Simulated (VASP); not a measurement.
The cell holds one Li (bcc) (111) slab, with vacuum along c, ions free to move until forces fall under 0.03 eV/Å, no reconstruction beyond this cell, dipole correction on.

Given:

```xyz
10
Lattice="4.8450 0.0000 0.0000 -2.4225 4.1959 0.0000 0.0000 0.0000 24.6145" Properties=species:S:1:pos:R:3 pbc="T T T"
Li     4.8450     0.0000     7.7281
Li     2.4225     1.3986     9.0898
Li     0.0000     2.7973     9.5938
Li     4.8450     0.0000    10.7220
Li     2.4225     1.3986    12.0044
Li     0.0000     2.7973    12.6101
Li     4.8450     0.0000    13.8926
Li     2.4225     1.3986    15.0207
Li     0.0000     2.7973    15.5247
Li     4.8450     0.0000    16.8864
```

All values below come from PBEsol GGA, VASP's PBE PAW potentials (set 64) (plane waves; VASP). Numerical set-up: 450 eV cut-off, 7×7×1 Γ-centred mesh, first-order Methfessel-Paxton smearing of 0.10 eV, potentials Li_sv.

Slab and bulk use different k-meshes, so the surface energy is good to a few per cent at best.

Problem. Predict its surface energy, work function, band gap (on the k-mesh).

Solution. 
```json
{
  "surface_energy": "34 meV/Å^2",
  "work_function": "2.79 eV",
  "band gap (on the k-mesh)": "none (metal, semimetal or under 0.01 eV)"
}
```

The cell is a thin slab with vacuum, built from Li (bcc): (111) face.
